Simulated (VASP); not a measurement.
Output of a VASP run:

File OSZICAR:
```
       N       E                     dE             d eps       ncg     rms          rms(c)
DAV:   1     0.140250937294E+02    0.14025E+02   -0.44405E+03  7332   0.120E+03
DAV:   2    -0.101344500574E+02   -0.24160E+02   -0.22916E+02  7067   0.130E+02
DAV:   3    -0.104419754316E+02   -0.30753E+00   -0.30599E+00  7908   0.201E+01
DAV:   4    -0.104435559515E+02   -0.15805E-02   -0.15804E-02  7779   0.132E+00
DAV:   5    -0.104435721368E+02   -0.16185E-04   -0.16185E-04  7700   0.120E-01    0.123E+01
DAV:   6    -0.931046614393E+01    0.11331E+01   -0.12679E+01  7425   0.616E+01    0.502E+00
DAV:   7    -0.923472658487E+01    0.75740E-01   -0.73847E-01  7429   0.147E+01    0.306E+00
DAV:   8    -0.922496042100E+01    0.97662E-02   -0.43937E-03  8682   0.590E-01    0.138E+00
DAV:   9    -0.921590393607E+01    0.90565E-02   -0.59055E-03  8765   0.642E-01    0.376E-01
DAV:  10    -0.921573609991E+01    0.16784E-03   -0.39543E-04  7578   0.311E-01    0.113E-01
DAV:  11    -0.921575291476E+01   -0.16815E-04   -0.14805E-04  8094   0.176E-01    0.282E-02
DAV:  12    -0.921575590145E+01   -0.29867E-05   -0.39310E-06  7453   0.324E-02    0.883E-03
DAV:  13    -0.921575679050E+01   -0.88905E-06   -0.77991E-07  6393   0.831E-03    0.355E-03
DAV:  14    -0.921575681834E+01   -0.27835E-07   -0.97630E-08  4471   0.517E-03
   1 F= -.92157568E+01 E0= -.92157070E+01  d E =-.149584E-03  mag=     2.0275
```

### OUTCAR
```
------------------------ aborting loop because EDIFF is reached ----------------------------------------
  FORCE on cell =-STRESS in cart. coord.  units (eV):
  Direction    XX          YY          ZZ          XY          YZ          ZX
  --------------------------------------------------------------------------------------
  Total       -0.5046563     -0.5046563     -0.5046563     -0.0000000      0.0000000     -0.0000000
  in kB      -75.4499848    -75.4499848    -75.4499848     -0.0000000      0.0000000     -0.0000000
  external PRESSURE =     -75.4499848 kB  Pullay stress =       0.0000000 kB
  volume of cell :       10.72
      direct lattice vectors                 reciprocal lattice vectors
    -1.388872514  1.388872514  1.388872514     0.000000000  0.360004244  0.360004244
     1.388872514 -1.388872514  1.388872514     0.360004244  0.000000000  0.360004244
     1.388872514  1.388872514 -1.388872514     0.360004244  0.360004244  0.000000000
 POSITION                                       TOTAL-FORCE (eV/Angst)
 -----------------------------------------------------------------------------------
      0.00000      0.00000      0.00000         0.000000      0.000000     -0.000000
 -----------------------------------------------------------------------------------
    total drift:                                0.000000     -0.000000      0.000000
  FREE ENERGIE OF THE ION-ELECTRON SYSTEM (eV)
  ---------------------------------------------------
  free  energy   TOTEN  =        -9.2157568183 eV

  energy  without entropy=       -9.2156072340  energy(sigma->0) =       -9.21570696

 total charge

# of ion       s       p       d       tot
------------------------------------------
    1        0.514   0.589   6.303   7.406

 magnetization (x)

# of ion       s       p       d       tot
------------------------------------------
    1       -0.009  -0.032   2.037   1.996
```
(Selected blocks of OUTCAR.)

File POSCAR:
```
Fe
1
   -1.3888725138     1.3888725138     1.3888725138
    1.3888725138    -1.3888725138     1.3888725138
    1.3888725138     1.3888725138    -1.3888725138
Fe
1
Direct
  0.0000000000   0.0000000000   0.0000000000
```

### Question
Write an INCAR and KPOINTS that could have produced this output.

### Answer
This is not unique; one that fits is the input of the run itself, LDA (Ceperley-Alder, Perdew-Zunger), plane waves, VASP's LDA PAW potentials (set 64).

File KPOINTS:
```
Automatic mesh
0
Gamma
18 18 18
0 0 0
```

### INCAR
```
SYSTEM  =  Fe
PREC  =  Accurate; ENCUT  =  520; LREAL  =  .False.
LASPH  =  .True.
EDIFF  =  1E-7; NELM  =  100; ALGO  =  Normal
LMAXMIX  =  4
ISMEAR  =  1; SIGMA  =  0.1
ISPIN  =  2; MAGMOM  =  2.0
ISIF  =  2
LWAVE  =  .False.; LCHARG  =  .False.; LORBIT  =  10
```

POTCAR, in this order: Fe (LDA.64 set). Program: vasp_std.

The compound is Fe in the bcc structure. This cell is one point of a volume scan, at 1.03 of the reference volume.
